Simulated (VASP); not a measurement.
Here is the system:

```
CELL_PARAMETERS angstrom
      3.96063     0.00000     0.00000
      0.00000     3.96063     0.00000
      0.00000     0.00000     3.96063
ATOMIC_POSITIONS crystal
  K  0.50000 0.50000 0.50000
  Ta 0.00000 0.00000 0.00000
  O  0.00000 0.50000 0.00000
  O  0.50000 0.00000 0.00000
  O  0.00000 0.00000 0.50000
```

The numbers are results of LDA (Ceperley-Alder, Perdew-Zunger), VASP's LDA PAW potentials (set 64) (plane waves; VASP 6.6.1), not measurements. Run with 520 eV cut-off, Gaussian smearing of 0.050 eV, potentials K_sv Ta_pv O.

Unless said otherwise, spin-orbit coupling is left out, though it shifts the bands of the heavy elements here.

### Question
Predict the band gap (along the path) with the smallest direct gap where there is one.

### Answer

| Quantity | Result |
|---|---|
| band gap (along the path) | 2.06 eV |
| smallest direct gap (along the path) | 2.68 eV |

Only differences to runs with the same potentials and settings are physical.

The structure comes from a computed database's KTaO3 entry (Pm-3m); how it stands against other phases isn't given here. It was relaxed first.
